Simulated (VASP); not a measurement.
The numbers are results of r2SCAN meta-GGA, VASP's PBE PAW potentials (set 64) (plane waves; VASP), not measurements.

VASP input:

**POSCAR**
```
LiF
1
    0.0000000000     1.9697780647     1.9697780647
    1.9697780647     0.0000000000     1.9697780647
    1.9697780647     1.9697780647     0.0000000000
Li F
1 1
Direct
  0.0000000000   0.0000000000   0.0000000000
  0.5000000000   0.5000000000   0.5000000000
```

### KPOINTS
```
Automatic mesh
0
Gamma
10 10 10
0 0 0
```

**INCAR**
```
! general
SYSTEM  = LiF
PREC    = Accurate
ENCUT   = 600   ! plane-wave cut-off (eV)
LREAL   = .False.   ! projection in real space or not
LASPH   = .True.   ! aspherical one-centre terms

! electronic loop
EDIFF   = 1E-7
NELM    = 100   ! most electronic steps
ALGO    = Normal   ! blocked Davidson
LMIXTAU = .True.

! smearing
ISMEAR  = 0   ! Gaussian
SIGMA   = 0.05

! functional
METAGGA = R2SCAN

! ions
ISIF    = 2

! output
LWAVE   = .False.
LCHARG  = .False.
```

POTCAR, in this order: Li_sv F (PBE.64 set). Program: vasp_std.

What VASP printed:

**OSZICAR**
```
       N       E                     dE             d eps       ncg     rms          rms(c)
DAV:   1     0.304302409825E+02    0.30430E+02   -0.63830E+03   878   0.130E+03
DAV:   2    -0.139425342157E+02   -0.44373E+02   -0.43645E+02   926   0.232E+02
DAV:   3    -0.149607640096E+02   -0.10182E+01   -0.10159E+01  1168   0.343E+01
DAV:   4    -0.149712159837E+02   -0.10452E-01   -0.10447E-01  1109   0.312E+00
DAV:   5    -0.149712668648E+02   -0.50881E-04   -0.50881E-04  1165   0.153E-01    0.389E+00
DAV:   6    -0.118680694853E+02    0.31032E+01   -0.45147E-01  1105   0.721E+00    0.192E+00
DAV:   7    -0.131089210875E+02   -0.12409E+01   -0.34310E+00   955   0.166E+01    0.302E+00
DAV:   8    -0.119988272654E+02    0.11101E+01   -0.49279E-01   856   0.691E+00    0.140E+00
DAV:   9    -0.117651370572E+02    0.23369E+00   -0.51704E-01   849   0.757E+00    0.105E+00
DAV:  10    -0.118969759573E+02   -0.13184E+00   -0.21801E-01   846   0.553E+00    0.718E-02
DAV:  11    -0.119020175334E+02   -0.50416E-02   -0.35118E-03   852   0.995E-01    0.725E-02
DAV:  12    -0.119018745644E+02    0.14297E-03   -0.29971E-03   889   0.641E-01    0.101E-01
DAV:  13    -0.119021446321E+02   -0.27007E-03   -0.13441E-03   848   0.457E-01    0.136E-02
DAV:  14    -0.119023712681E+02   -0.22664E-03   -0.80396E-05   853   0.146E-01    0.276E-03
DAV:  15    -0.119023723298E+02   -0.10617E-05   -0.13267E-06  1185   0.157E-02    0.221E-03
DAV:  16    -0.119023760459E+02   -0.37161E-05   -0.31600E-07   961   0.772E-03    0.422E-04
DAV:  17    -0.119023757571E+02    0.28888E-06   -0.17573E-07   870   0.688E-03    0.140E-04
DAV:  18    -0.119023764379E+02   -0.68088E-06   -0.14284E-08   530   0.174E-03    0.972E-05
DAV:  19    -0.119023762527E+02    0.18525E-06   -0.95073E-10   444   0.457E-04    0.449E-05
DAV:  20    -0.119023763008E+02   -0.48083E-07   -0.22304E-10   448   0.200E-04
   1 F= -.11902376E+02 E0= -.11902376E+02  d E =-.299830E-29
```

**OUTCAR**
```
------------------------ aborting loop because EDIFF is reached ----------------------------------------
  FORCE on cell =-STRESS in cart. coord.  units (eV):
  Direction    XX          YY          ZZ          XY          YZ          ZX
  --------------------------------------------------------------------------------------
  Total        0.2208956      0.2208956      0.2208956      0.0000000      0.0000000      0.0000000
  in kB       23.1534546     23.1534546     23.1534546      0.0000000      0.0000000      0.0000000
  external PRESSURE =      23.1534546 kB  Pullay stress =       0.0000000 kB
  volume of cell :       15.29
      direct lattice vectors                 reciprocal lattice vectors
     0.000000000  1.969778065  1.969778065    -0.253835703  0.253835703  0.253835703
     1.969778065  0.000000000  1.969778065     0.253835703 -0.253835703  0.253835703
     1.969778065  1.969778065  0.000000000     0.253835703  0.253835703 -0.253835703
  FREE ENERGIE OF THE ION-ELECTRON SYSTEM (eV)
  ---------------------------------------------------
  free  energy   TOTEN  =       -11.9023763008 eV

  energy  without entropy=      -11.9023763008  energy(sigma->0) =      -11.90237630
```
(Selected blocks of OUTCAR.)

The compound is LiF in the rock salt structure. This cell was strained or had an atom moved on purpose.
